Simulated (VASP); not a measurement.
Energy against volume of CdSe (wurtzite). Computed with vdW-DF-cx, VASP's PBE PAW potentials (set 64) (plane waves; VASP). Run with 520 eV cut-off, 6×6×3 Γ-centred mesh, Gaussian smearing of 0.050 eV, potentials Cd Se.

Shape and ions are relaxed at each volume.

| V (Å³/atom) | E (eV/atom) |
|---|---|
| 27.868 | -0.36197 |
| 28.730 | -0.36562 |
| 29.592 | -0.36125 |
| 30.454 | -0.35012 |

Q: Fit these four points and predict the energy of the run at 27.006 Å³/atom.

A: A cubic in V^(−2/3), the third-order Birch-Murnaghan form, passes through the four points with V0 = 28.67 Å³/atom and B0 = 50 GPa, and gives -0.3488 eV/atom there. The run gave -0.3488 eV/atom, -0.0 meV/atom from the fit; all five points give B0 = 50 GPa.

The compound is CdSe in the wurtzite structure. It was relaxed first.
